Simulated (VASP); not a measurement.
## Sr (Strontium): the relaxed cell at several levels of theory

Which functional gives which lattice for Sr (Strontium)? The starting structure is a measured crystal structure from the Crystallography Open Database.

Method: Kohn-Sham DFT with plane waves and PAW; PBEsol, r2SCAN, PBE and LDA, in VASP 6.6.1.

## (1) Set-up

The structure is cubic, space group Fm-3m (No. 225). Conventional cell: a = 6.085 Å, b = 6.085 Å, c = 6.085 Å, α = 90.00°, β = 90.00°, γ = 90.00°. Nearest to Sr lie 12 Sr at 4.30 Å.

## (2) Relaxation with PBEsol

PBEsol restores the gradient expansion of exchange and is tuned for the cells of solids. This run starts from the cell of an earlier relaxation, which isn't shown; the restart sets up the plane waves anew.

File INCAR:

```
SYSTEM = Sr
PREC = Accurate
ENCUT = 520
EDIFF = 1E-07
NELM = 100
ISMEAR = 1
SIGMA = 0.15
LREAL = .FALSE.
ALGO = Normal
GGA = PS
NBANDS = 11
LORBIT = 11
LWAVE = .FALSE.
LCHARG = .FALSE.
KPAR = 4
IBRION = 2
NSW = 50
ISIF = 3
EDIFFG = -0.005
LASPH = .TRUE.
```

File POSCAR:

```
Sr
1.0
    0.0000000000      2.9598294629      2.9598294629
    2.9598294629      0.0000000000      2.9598294629
    2.9598294629      2.9598294629      0.0000000000
Sr
1
Direct
    0.0000000000      0.0000000000      0.0000000000
```

File KPOINTS:

```
Automatic mesh
0
Gamma
14 14 14
0 0 0
```

Potentials, in the order of the species: Sr_sv (PBE family, release 64).

Run with:

```bash
mpirun -np 4 vasp_std
```

The program printed:

```text
[banner, memory and clock lines left out]
running    4 mpi-ranks, on    1 nodes
 distrk:  each k-point on    1 cores,    4 groups
 distr:  one band on    1 cores,    1 groups

 POSCAR found type information on POSCAR Sr
 POSCAR found :  1 types and       1 ions
|                                                                             |
|               ----> ADVICE to this user running VASP <----                  |
|                                                                             |
|     You enforced a specific xc type in the INCAR file but a different       |
|     [... a line on the potential file left out ...]
|     I HOPE YOU KNOW WHAT YOU ARE DOING!                                     |
|                                                                             |

 LDA part: xc-table for (Slater+PW92), standard interpolation
 POSCAR, INCAR and KPOINTS ok, starting setup
 FFT: planning ... GRIDC
 FFT: planning ... GRID_SOFT
 FFT: planning ... GRID
 WAVECAR not read
 entering main loop
       N       E                     dE             d eps       ncg     rms          rms(c)
DAV:   1     0.351681180804E+02    0.35168E+02   -0.48480E+03  2288   0.790E+02
DAV:   2    -0.206447744801E+00   -0.35375E+02   -0.34711E+02  2681   0.153E+02
DAV:   3    -0.176426460530E+01   -0.15578E+01   -0.15421E+01  3336   0.237E+01
DAV:   4    -0.184346570384E+01   -0.79201E-01   -0.79067E-01  3008   0.473E+00
DAV:   5    -0.184583007283E+01   -0.23644E-02   -0.23643E-02  3204   0.591E-01    0.121E+01
DAV:   6    -0.184246004365E+01    0.33700E-02   -0.61535E-03  2776   0.872E-01    0.683E+00
DAV:   7    -0.184034405232E+01    0.21160E-02   -0.11219E-02  3340   0.112E+00    0.244E-01
DAV:   8    -0.184029824347E+01    0.45809E-04   -0.44779E-04  3069   0.140E-01    0.527E-02
DAV:   9    -0.184031626897E+01   -0.18025E-04   -0.61997E-05  3453   0.384E-02    0.199E-02
DAV:  10    -0.184031979705E+01   -0.35281E-05   -0.47789E-06  2744   0.188E-02    0.135E-02
DAV:  11    -0.184031939677E+01    0.40029E-06   -0.42251E-07  3326   0.496E-03    0.226E-03
DAV:  12    -0.184031925422E+01    0.14255E-06   -0.83878E-08  2171   0.129E-03    0.256E-03
DAV:  13    -0.184031928493E+01   -0.30717E-07   -0.13957E-08  1315   0.881E-04
   1 F= -.18403193E+01 E0= -.18405111E+01  d E =-.184032E+01
 curvature:   0.00 expect dE= 0.000E+00 dE for cont linesearch  0.000E+00
 trial: gam= 0.00000 g(F)=  0.751E-64 g(S)=  0.351E-07 ort = 0.000E+00 (trialstep = 0.100E+01)
 search vector abs. value=  0.352E-07
 reached required accuracy - stopping structural energy minimisation
```

The job ended after 8.6 s (4 MPI ranks of AMD EPYC 9R45, shared host; peak memory 0.74 GiB; 32 s of CPU time).

The logs omit lines about the potential files and the build; timing stands in the text.

Parts of OUTCAR (step 2):

```text
ion  position               nearest neighbor table
   1  0.000  0.000  0.000-

  LATTYP: Found a face centered cubic cell.
 ALAT       =     5.9196589258

 Subroutine GETGRP returns: Found 48 space group operations
 (whereof 48 operations were pure point group operations)

The static configuration has the point symmetry O_h .

 Found    104 irreducible k-points:

   k-points           NKPTS =    104   k-points in BZ     NKDIM =    104   number of bands    NBANDS=     11

   dimension x,y,z NGX =    32 NGY =   32 NGZ =   32
   dimension x,y,z NGXF=    64 NGYF=   64 NGZF=   64

   ENCUT  =  520.0 eV  38.22 Ry    6.18 a.u.   7.78  7.78  7.78*2*pi/ulx,y,z

   NELECT =      10.0000    total number of electrons

 k-points in reciprocal lattice and weights: Automatic mesh
   0.00000000  0.00000000  0.00000000       0.000
   0.07142857  0.00000000  0.00000000       0.003
   0.14285714  0.00000000  0.00000000       0.003
   0.21428571  0.00000000  0.00000000       0.003
   0.28571429  0.00000000  0.00000000       0.003
   0.35714286  0.00000000  0.00000000       0.003
   0.42857143  0.00000000  0.00000000       0.003
   0.50000000  0.00000000  0.00000000       0.001
   0.07142857  0.07142857  0.00000000       0.002
[...]
-0.28571429  0.42857143  0.21428571       0.009
  -0.28571429  0.50000000  0.21428571       0.004

 average (electrostatic) potential at core
       1 -40.4824

 E-fermi :   1.7311

 k-point     1 :       0.0000    0.0000    0.0000
  band No.  band energies     occupation
      1     -34.7290      2.00000
      2     -16.6186      2.00000
      3     -16.6186      2.00000
      4     -16.6186      2.00000
      5      -2.0513      2.00000
      6       4.0901     -0.00000
      7       4.0901     -0.00000
      8       4.0901     -0.00000
      9       5.6611      0.00000
     10       5.6611      0.00000
    ...

 k-point     2 :       0.0714    0.0000    0.0000
  band No.  band energies     occupation
      1     -34.7281      2.00000
      2     -16.6311      2.00000
      3     -16.6203      2.00000
      4     -16.6203      2.00000
      5      -1.9638      2.00000
      6       3.9524     -0.00000
      7       4.1327     -0.00000
      8       4.1327     -0.00000
      9       5.6022      0.00000
     10       5.6022      0.00000
    ...

 k-point     3 :       0.1429    0.0000    0.0000
  band No.  band energies     occupation
      1     -34.7255      2.00000
      2     -16.6660      2.00000
      3     -16.6249      2.00000
      4     -16.6249      2.00000
      5      -1.7081      2.00000
      6       3.6112     -0.00000
      7       4.2293     -0.00000
      8       4.2293     -0.00000
      9       5.4929      0.00000
     10       5.4929      0.00000
    ...

  Total       -0.0004924     -0.0004924     -0.0004924     -0.0000000     -0.0000000      0.0000000
  in kB       -0.0152139     -0.0152139     -0.0152139     -0.0000000     -0.0000000      0.0000000
  external PRESSURE =      -0.0152139 kB  Pullay stress =       0.0000000 kB

  energy-cutoff  :      520.00
  volume of cell :       51.86
      direct lattice vectors                 reciprocal lattice vectors
     0.000000000  2.959829463  2.959829463    -0.168928652  0.168928652  0.168928652
     2.959829463  0.000000000  2.959829463     0.168928652 -0.168928652  0.168928652
     2.959829463  2.959829463  0.000000000     0.168928652  0.168928652 -0.168928652

 POSITION                                       TOTAL-FORCE (eV/Angst)
 -----------------------------------------------------------------------------------
      0.00000      0.00000      0.00000        -0.000000      0.000000     -0.000000
 -----------------------------------------------------------------------------------
    total drift:                                0.000000      0.000000      0.000000

  FREE ENERGIE OF THE ION-ELECTRON SYSTEM (eV)
  ---------------------------------------------------
  free  energy   TOTEN  =        -1.8403192849 eV

  energy  without entropy=       -1.8408946524  energy(sigma->0) =       -1.84051107

 reached required accuracy - stopping structural energy minimisation

 total charge
# of ion       s       p       d       tot
------------------------------------------
    1        2.067   5.684   0.145   7.896

[... 3 further parts left out ...]
```

The PAW data sets were made with PBE, which is usual practice but a small mismatch for other functionals. The run keeps the 48 symmetry operations of its start, so it cannot find a distortion of lower symmetry.

With PBEsol the relaxed cell holds 51.860 Å³ an atom, -7.92 % against the measured cell, with a = 5.920 Å.

## (3) Relaxation with r2SCAN

r2SCAN adds the kinetic-energy density, costs more than a GGA and is run with LASPH. This run starts from the cell of an earlier relaxation, which isn't shown; the restart sets up the plane waves anew.

INCAR, as its differences from that of step 2:

```diff
@@ -9,3 +9,4 @@
 ALGO = Normal
-GGA = PS
+METAGGA = R2SCAN
+LASPH = .TRUE.
 NBANDS = 11
@@ -19,2 +20 @@
 EDIFFG = -0.005
-LASPH = .TRUE.
```

File POSCAR:

```
Sr
1.0
    0.0000000000      3.0498923207      3.0498923207
    3.0498923207      0.0000000000      3.0498923207
    3.0498923207      3.0498923207      0.0000000000
Sr
1
Direct
    0.0000000000      0.0000000000      0.0000000000
```

KPOINTS is that of step 2.

Run with:

```bash
mpirun -np 4 vasp_std
```

The program printed:

```text
[banner, memory and clock lines left out]
running    4 mpi-ranks, on    1 nodes
[...]
[... a notice as in an earlier step ...]

 LDA part: xc-table for (None), standard interpolation
 POSCAR, INCAR and KPOINTS ok, starting setup
[...]
entering main loop
       N       E                     dE             d eps       ncg     rms          rms(c)
DAV:   1     0.223820286369E+02    0.22382E+02   -0.49111E+03  2288   0.808E+02
DAV:   2    -0.164500072158E+02   -0.38832E+02   -0.38161E+02  2677   0.160E+02
DAV:   3    -0.187183405666E+02   -0.22683E+01   -0.22170E+01  3799   0.270E+01
DAV:   4    -0.188076756924E+02   -0.89335E-01   -0.88924E-01  2983   0.488E+00
[...]
DAV:  13    -0.150999262371E+02    0.11966E-06   -0.85312E-07  3362   0.654E-03    0.208E-03
DAV:  14    -0.150999259600E+02    0.27716E-06   -0.44207E-08  2112   0.147E-03    0.395E-04
DAV:  15    -0.150999259441E+02    0.15843E-07   -0.43406E-09  1408   0.519E-04
   1 F= -.15099926E+02 E0= -.15099510E+02  d E =-.150999E+02
[...]
reached required accuracy - stopping structural energy minimisation
```

It took 39 s on 4 MPI ranks; peak memory 0.79 GiB.

OUTCAR, selected parts (step 3):

```text
  Total        0.0028155      0.0028155      0.0028155     -0.0000000      0.0000000     -0.0000000
  in kB        0.0795016      0.0795016      0.0795016     -0.0000000      0.0000000     -0.0000000
  external PRESSURE =       0.0795016 kB  Pullay stress =       0.0000000 kB

 POSITION                                       TOTAL-FORCE (eV/Angst)
 -----------------------------------------------------------------------------------
      0.00000      0.00000      0.00000         0.000000      0.000000      0.000000
 -----------------------------------------------------------------------------------
    total drift:                                0.000000      0.000000     -0.000000

  FREE ENERGIE OF THE ION-ELECTRON SYSTEM (eV)
  ---------------------------------------------------
  free  energy   TOTEN  =       -15.0999259441 eV

  energy  without entropy=      -15.0986779593  energy(sigma->0) =      -15.09950995

[... 2 parts as in an earlier step ...]

[... 2 further parts left out ...]
[key lines of the parts left out:]
E-fermi :   1.4848
```

With r2SCAN the relaxed cell holds 56.739 Å³ an atom, +0.75 % against the measured cell, with a = 6.100 Å. That is +9.41 % from PBEsol.

## (4) Relaxation with PBE

PBE, the usual starting point, adds the gradient of the density. This run starts from the cell of an earlier relaxation, which isn't shown; the restart sets up the plane waves anew.

INCAR, as its differences from that of step 3:

```diff
@@ -9,4 +9,3 @@
 ALGO = Normal
-METAGGA = R2SCAN
-LASPH = .TRUE.
+GGA = PE
 NBANDS = 11
@@ -20 +19,2 @@
 EDIFFG = -0.005
+LASPH = .TRUE.
```

File POSCAR:

```
Sr
1.0
    0.0000000000      3.0146726562      3.0146726562
    3.0146726562      0.0000000000      3.0146726562
    3.0146726562      3.0146726562      0.0000000000
Sr
1
Direct
    0.0000000000      0.0000000000      0.0000000000
```

KPOINTS is that of step 3.

Run with:

```bash
mpirun -np 4 vasp_std
```

The program printed:

```text
[banner, memory and clock lines left out]
running    4 mpi-ranks, on    1 nodes
[...]
LDA part: xc-table for (Slater+PW92), standard interpolation
 POSCAR, INCAR and KPOINTS ok, starting setup
[...]
entering main loop
       N       E                     dE             d eps       ncg     rms          rms(c)
DAV:   1     0.360389809157E+02    0.36039E+02   -0.47352E+03  2288   0.780E+02
DAV:   2     0.155772839947E-01   -0.36023E+02   -0.35397E+02  2674   0.153E+02
DAV:   3    -0.157833346289E+01   -0.15939E+01   -0.15758E+01  3515   0.234E+01
DAV:   4    -0.163430776782E+01   -0.55974E-01   -0.55894E-01  2879   0.420E+00
[...]
DAV:  10    -0.163806469604E+01   -0.97623E-05   -0.43424E-06  2652   0.179E-02    0.392E-03
DAV:  11    -0.163806417833E+01    0.51771E-06   -0.27845E-07  2912   0.437E-03    0.464E-03
DAV:  12    -0.163806421803E+01   -0.39701E-07   -0.33577E-08  1565   0.129E-03
   1 F= -.16380642E+01 E0= -.16378608E+01  d E =-.163806E+01
[...]
reached required accuracy - stopping structural energy minimisation
```

Run time: 10 s. Hardware: 4 MPI ranks; peak memory 0.74 GiB.

From OUTCAR (step 4):

```text
  Total       -0.0034302     -0.0034302     -0.0034302      0.0000000     -0.0000000      0.0000000
  in kB       -0.1002959     -0.1002959     -0.1002959      0.0000000     -0.0000000      0.0000000
  external PRESSURE =      -0.1002959 kB  Pullay stress =       0.0000000 kB

 POSITION                                       TOTAL-FORCE (eV/Angst)
 -----------------------------------------------------------------------------------
      0.00000      0.00000      0.00000         0.000000      0.000000     -0.000000
 -----------------------------------------------------------------------------------
    total drift:                                0.000000      0.000000     -0.000000

  FREE ENERGIE OF THE ION-ELECTRON SYSTEM (eV)
  ---------------------------------------------------
  free  energy   TOTEN  =        -1.6380642180 eV

  energy  without entropy=       -1.6374538763  energy(sigma->0) =       -1.63786077

[... 2 parts as in an earlier step ...]

[... 2 further parts left out ...]
[key lines of the parts left out:]
E-fermi :   1.6132
```

With PBE the relaxed cell holds 54.796 Å³ an atom, -2.70 % against the measured cell, with a = 6.029 Å. That is +5.66 % from PBEsol.

## (5) Relaxation with LDA

LDA, the lowest rung, knows the local density alone. This run starts from the cell of an earlier relaxation, which isn't shown; the restart sets up the plane waves anew.

INCAR, as its differences from that of step 4:

```diff
@@ -9,3 +9,3 @@
 ALGO = Normal
-GGA = PE
+GGA = CA
 NBANDS = 11
```

File POSCAR:

```
Sr
1.0
    0.0000000000      2.8940420268      2.8940420268
    2.8940420268      0.0000000000      2.8940420268
    2.8940420268      2.8940420268      0.0000000000
Sr
1
Direct
    0.0000000000      0.0000000000      0.0000000000
```

KPOINTS is that of step 4.

The projector-augmented-wave data sets are Sr_sv (LDA family, release 64).

Run with:

```bash
mpirun -np 4 vasp_std
```

The program printed:

```text
[banner, memory and clock lines left out]
running    4 mpi-ranks, on    1 nodes
[...]
LDA part: xc-table for (Slater(with rela. corr.)+CA(PZ))
 , standard interpolation
 POSCAR, INCAR and KPOINTS ok, starting setup
[...]
entering main loop
       N       E                     dE             d eps       ncg     rms          rms(c)
DAV:   1     0.356876141730E+02    0.35688E+02   -0.49313E+03  2288   0.801E+02
DAV:   2    -0.313188844871E+00   -0.36001E+02   -0.35339E+02  2680   0.157E+02
DAV:   3    -0.182531450288E+01   -0.15121E+01   -0.14966E+01  3302   0.239E+01
DAV:   4    -0.190442950487E+01   -0.79115E-01   -0.78926E-01  3002   0.469E+00
[...]
DAV:  10    -0.189740092640E+01   -0.46347E-06   -0.48276E-06  2954   0.186E-02    0.114E-02
DAV:  11    -0.189740125343E+01   -0.32703E-06   -0.27148E-07  2781   0.443E-03    0.280E-03
DAV:  12    -0.189740125158E+01    0.18537E-08   -0.66010E-08  2037   0.122E-03
   1 F= -.18974013E+01 E0= -.18984245E+01  d E =-.189740E+01
[...]
reached required accuracy - stopping structural energy minimisation
```

Elapsed: 9 s, on 4 MPI ranks; peak memory 0.63 GiB.

OUTCAR, selected parts (step 5):

```text
  Total        0.0008615      0.0008615      0.0008615     -0.0000000     -0.0000000      0.0000000
  in kB        0.0284711      0.0284711      0.0284711     -0.0000000     -0.0000000      0.0000000
  external PRESSURE =       0.0284711 kB  Pullay stress =       0.0000000 kB

 POSITION                                       TOTAL-FORCE (eV/Angst)
 -----------------------------------------------------------------------------------
      0.00000      0.00000      0.00000         0.000000      0.000000     -0.000000
 -----------------------------------------------------------------------------------
    total drift:                               -0.000000     -0.000000     -0.000000

  FREE ENERGIE OF THE ION-ELECTRON SYSTEM (eV)
  ---------------------------------------------------
  free  energy   TOTEN  =        -1.8974012516 eV

  energy  without entropy=       -1.9004708632  energy(sigma->0) =       -1.89842446

[... 2 parts as in an earlier step ...]

[... 2 further parts left out ...]
[key lines of the parts left out:]
E-fermi :   1.9157
```

With LDA the relaxed cell holds 48.478 Å³ an atom, -13.92 % against the measured cell, with a = 5.788 Å. That is -6.52 % from PBEsol.

## (6) All runs side by side

```tsv
level	volume (Å³/atom)	against the measured cell (%)	a (Å)	pressure left (GPa)	core minutes
PBEsol	51.86	-7.92	5.9197	0.0	3.0
r2SCAN	56.739	0.75	6.0998	0.01	8.53
PBE	54.796	-2.7	6.0293	-0.01	2.89
LDA	48.478	-13.92	5.7881	0.0	3.4
```

Core minutes are wall time times ranks, summed over the relaxations behind a row (those for a bulk modulus apart), on shared hosts.

## (7) Outcome

```
volume, PBEsol : 51.86 Å³/atom
volume, r2SCAN : 56.74 Å³/atom
volume, PBE    : 54.80 Å³/atom
volume, LDA    : 48.48 Å³/atom
```

What this shows: Across 4 levels the volume of Sr (Strontium) spans 17.0 %, from 48.48 Å³ an atom (LDA) to 56.74 Å³ (r2SCAN). Against the measured volume of the starting structure, r2SCAN comes nearest (+0.7 %) and LDA lies farthest (-13.9 %). The measured cell holds zero-point expansion and, unless it was taken cold, thermal expansion, which the runs lack, so small differences decide nothing. All runs keep the symmetry of the start, so they can't find a distortion of lower symmetry.

[Lines on the potential files, build, host, timing and source positions are cut from VASP's logs without a mark.]

[Logs are printed without paths, hosts, clocks, repeated set-up lines and the standing remarks that a program may print on its own settings, such as how far it seeks lower states.]

[Hosts, paths, dates, database ids (printed as entryN), source tags and the programs' standing remarks are cut or masked in the printed files.]
